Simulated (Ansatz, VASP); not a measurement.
# Mg (Magnesium) in two plane-wave programs, part 2 of 2

One calculation is typed for both programs; each brings its own data sets. How far apart do they land? The cell is taken from a series of runs on this material, whose earlier steps may have relaxed, scaled, displaced or heated it; both programs get it as it stands.

VASP 6.6.1 and Ansatz 0.2.0.

So far: The starting structure; VASP: zone-centre phonons, PBEsol, pair 1; Ansatz: zone-centre phonons, PBEsol, pair 1; Differences.

## (5) Ansatz: zone-centre phonons, PBEsol, pair 2

Level of this step: Ansatz beside VASP: Kohn-Sham DFT, plane waves, PBEsol (Ansatz).

Second derivatives magnify differences that forces hide, and they need a tight electronic threshold. The cell compared in this pair holds 45.91 Å³, against 45.70 Å³ for the pair before.

The cell is taken from a series of runs on this material, whose earlier steps may have relaxed, scaled, displaced or heated it; both programs get it as it stands.

input.yaml reads:

```yaml
crystal:
  lattice:
    - [3.161067931, 0.0, 0.0]
    - [-1.5805339655, 2.7375651313, 0.0]
    - [0.0, 0.0, 5.3051135699]
  atoms:
    - { symbol: Mg, position: [0.3333333306, 0.6666666694, 0.25] }
    - { symbol: Mg, position: [0.6666666694, 0.3333333306, 0.75] }
kpoints:
  mp_grid: { grid: [15, 15, 8] }
hamiltonian:
  xc: pbesol
  pseudopotentials: { kind: paw, azcp: { folder: soft_1 }, xc_functional: pbe }
scf:
  occupations: { method: methfessel_paxton, width: 0.2 }
output:
  eigenvalues: true
phonons:
  method: dfpt
```

The run is started by

```bash
ansatz run input.yaml --threads 4 --pin off --max-ram 10240MiB --backend cpu --events-out ev --progress --plain --runs-dir out
```

Numbers of over 12 decimals in the logs are rounded to 6 here.

What it wrote:

```text
[...]
Crystal: 2 atoms, lattice volume = 45.908 Å³
Basis set: ecut = 420 eV, 881 PW (Γ), exchange–correlation on 48×48×72 points (8 copies of the dense FFT grid, shifted against one another)
Bands: 14, of which v1, the nominal top of the filled ones, is band 10 counted from 1 (9 counted from 0)
Symmetry: 24 space group operations
k-points: 320 of 1800 (irreducible under 4 space group operations, time reversal used)
[...]
k-point 1: bands = [... 6 lower, -37.0088, -37.0088, -1.2787, 2.6592, 5.2273, 15.8931, 16.9015, 16.9015]
  k-point 2: bands = [... 6 lower, -37.0093, -37.0093, -1.0272, 1.6107, 6.7126, 13.9401, 17.0865, 17.0865]
  k-point 319: bands = [... 6 lower, -37.0184, -37.0184, 3.1732, 3.1732, 8.1503, 8.1503, 9.6343, 9.6343]
[...]
ASR residual: 3.111e-5 → 0.000e0 eV/Å²; symmetrization residual: 4.593e-13 eV/Å²
  ASR residual per site (eV/Å²): 3.11e-5 3.11e-5
  Γ frequencies (cm⁻¹): 0.00 0.00 0.00 116.52 116.52 227.25
[...]
[key lines of the parts left out:]
SCF converged after 9 iterations
Free energy (F): -3824.092463 eV
Fermi energy:    5.558770 eV
```

## (6) VASP: zone-centre phonons, PBEsol, pair 2

The same cell, functional, mesh and smearing now go to VASP, with its own data sets.

INCAR reads:

```
SYSTEM = Mg
PREC = Accurate
ENCUT = 600
EDIFF = 1E-08
NELM = 120
ISMEAR = 1
SIGMA = 0.2
LREAL = .FALSE.
ALGO = Normal
GGA = PS
NBANDS = 8
LORBIT = 11
LWAVE = .FALSE.
LCHARG = .FALSE.
ISIF = 2
IBRION = 8
LASPH = .TRUE.
GGA_COMPAT = .FALSE.
KPAR = 2
```

POSCAR reads:

```
Mg
1.0
    3.1610679310      0.0000000000      0.0000000000
   -1.5805339655      2.7375651313      0.0000000000
    0.0000000000      0.0000000000      5.3051135699
Mg
2
Direct
    0.3333333306      0.6666666694      0.2500000000
    0.6666666694      0.3333333306      0.7500000000
```

KPOINTS reads:

```
Automatic mesh
0
Gamma
15 15 8
0 0 0
```

Potentials, in the order of the species: Mg (PBE family, release 64).

The run is started by

```bash
mpirun -np 2 vasp_std
```

What it wrote:

```text
[banner, memory and clock lines left out]
running    2 mpi-ranks, on    1 nodes
[...]
[... a notice as in an earlier step ...]

 LDA part: xc-table for (Slater+PW92), standard interpolation
 POSCAR, INCAR and KPOINTS ok, starting setup
[...]
entering main loop
       N       E                     dE             d eps       ncg     rms          rms(c)
DAV:   1    -0.814228185312E+00   -0.81423E+00   -0.14065E+03  2160   0.393E+02
DAV:   2    -0.344014962466E+01   -0.26259E+01   -0.25399E+01  2888   0.224E+01
DAV:   3    -0.345535031636E+01   -0.15201E-01   -0.15135E-01  2920   0.226E+00
DAV:   4    -0.345539604785E+01   -0.45731E-04   -0.45729E-04  3152   0.104E-01
[...]
DAV:  10    -0.343546672068E+01    0.14241E-06   -0.33422E-09  3152   0.366E-04    0.141E-04
DAV:  11    -0.343546670287E+01    0.17810E-07   -0.23062E-10  1600   0.128E-04    0.959E-06
DAV:  12    -0.343546670207E+01    0.79798E-09   -0.40466E-12  1448   0.119E-05
   1 F= -.34354667E+01 E0= -.34349235E+01  d E =-.162956E-02
[...]
RMM:   8    -0.127975869169E-02   -0.18083E-08    0.17096E-09 15083   0.320E-06    0.348E-07
 first order change of Fermi-energy   0.56245E-06
 force on displaced ion       1 direction 1 :  -0.610   0.000   0.000
 Linear response progress:
  Degree of freedom:   2/  2
       N       E                     dE             d eps       ncg     rms          rms(c)
RMM:   1    -0.121640863107E-01   -0.12164E-01   -0.61362E-02  6955   0.297E-01
RMM:   2    -0.417684396231E-02    0.79872E-02   -0.13400E-03  4725   0.417E-02    0.285E-02
RMM:   3    -0.403270151355E-02    0.14414E-03   -0.56309E-05  4775   0.132E-02    0.131E-02
RMM:   4    -0.405203787843E-02   -0.19336E-04   -0.13780E-05  4867   0.720E-03    0.515E-03
RMM:   5    -0.404750345159E-02    0.45344E-05   -0.23222E-06  4871   0.420E-03    0.282E-04
RMM:   6    -0.404768686587E-02   -0.18341E-06    0.82775E-07  5092   0.278E-04    0.156E-04
RMM:   7    -0.404803506858E-02   -0.34820E-06    0.32123E-07  4982   0.104E-04    0.672E-06
RMM:   8    -0.404808178509E-02   -0.46717E-07    0.24509E-07  5220   0.131E-05    0.269E-06
RMM:   9    -0.404808968220E-02   -0.78971E-08    0.22542E-08  4933   0.289E-06    0.869E-07
 first order change of Fermi-energy  -0.52015E-05
 force on displaced ion       1 direction 3 :  -0.000   0.000  -2.322
 Linear response finished
```

OUTCAR, selected parts (step 6):

```text
  Total       -0.0097969     -0.0097969     -0.5878146      0.0000000      0.0000000      0.0000000
  in kB       -0.3419041     -0.3419041    -20.5143588      0.0000000      0.0000000      0.0000000
  external PRESSURE =      -7.0660557 kB  Pullay stress =       0.0000000 kB

 POSITION                                       TOTAL-FORCE (eV/Angst)
 -----------------------------------------------------------------------------------
     -0.00000      1.82504      1.32628        -0.000000     -0.000000      0.000000
      1.58053      0.91252      3.97884         0.000000      0.000000      0.000000
 -----------------------------------------------------------------------------------
    total drift:                                0.000000     -0.000000      0.000000

[... 1 part as in an earlier step ...]

[... 1 further part left out ...]
```

## (7) Comparison

What differs besides the data sets and the points named for the pairs above, as far as they apply: the data sets hold 20 valence electrons in Ansatz (on its PAW soft_1 files) and 4 in VASP. Total energies have different zeros and are not compared.

Both answers:

```
                  quantity  Ansatz   VASP  difference
optical mode 1 to 2 (cm⁻¹)   116.5  116.9     -0.31 %
     optical mode 3 (cm⁻¹)   227.2  228.0     -0.31 %
```

Modes are paired by rising frequency, not by their patterns, so a pair may set unlike modes beside each other; they are those without the splitting of longitudinal modes.

## (8) Results

| Item | Value |
| --- | --- |
| r.m.s. difference of the optical zone-centre modes, each program's sorted by frequency (zone-centre phonons, PBEsol, pair 1) | 0.51 cm⁻¹ |
| r.m.s. difference of the optical zone-centre modes, each program's sorted by frequency (zone-centre phonons, PBEsol, pair 2) | 0.51 cm⁻¹ |

What this shows: The r.m.s. difference of the optical zone-centre modes, each program's sorted by frequency is 0.51 cm⁻¹ (zone-centre phonons, PBEsol, pair 1). The data sets hold unlike numbers of valence electrons (20 in Ansatz and 4 in VASP), so part of the differences comes from the potentials. How closely two codes agree says nothing of how well the functional describes the real material.

[Lines on the potential files, build, host, timing and source positions are cut from VASP's logs without a mark.]

[Logs are printed without paths, hosts, clocks, repeated set-up lines and the standing remarks that a program may print on its own settings, such as how far it seeks lower states.]

[Hosts, paths, dates, database ids (printed as entryN), source tags and the programs' standing remarks are cut or masked in the printed files.]
